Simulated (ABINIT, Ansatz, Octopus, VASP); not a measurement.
**One calculation of SiF, 4 ways**

```
Si F
1.0
     3.02860    0.00000    0.00000
     0.00000    3.02860    0.00000
     0.00000    0.00000    3.02860
Si F
1 1
Direct
  0.49055 0.49260 0.48363
  0.00787 0.98963 0.00204
```

The cell comes from a database or a generator and needn't be the stable form of this composition.

Atoms were shifted at random by some hundredths of an Å from the given cell, which wasn't relaxed again for these runs.

Alike in all runs: task single point; functional PBE; k mesh 9 × 9 × 9; occupations fermi-dirac, width 0.05 eV; no spin polarisation; no spin-orbit coupling. Pressure is positive in compression and, in plane waves, holds the error of the finite cutoff, which Ansatz's Pulay term estimates and takes out.

```tsv
program and potentials	plane-wave cutoff (eV)	notes	pressure (GPa)	largest force (eV/Å)	energy over the undisturbed cell (meV/atom)
VASP, PBE PAW files F, Si, 520 eV	520	-	?	?	-
Ansatz, Ansatz PAW (earlier soft set)	420	Pulay term of +0.26 GPa included	0.23	0.056	-1.00
ABINIT, JTH PAW PBE v2.0	626	-	0.05	0.060	-1.18
Octopus, pseudodojo_pbe (PseudoDojo 0.5, PBE)	-	-	-	0.056	-1.00
```

Q: Estimate from the other rows what the run with VASP, PBE PAW files F, Si, 520 eV gave.

A: Pressure 0.02 GPa; largest force 0.054 eV/Å. The other rows, which needn't bracket it: pressure 0.05 to 0.23; largest force 0.056 to 0.060; energy over the undisturbed cell -1.18 to -1.00.
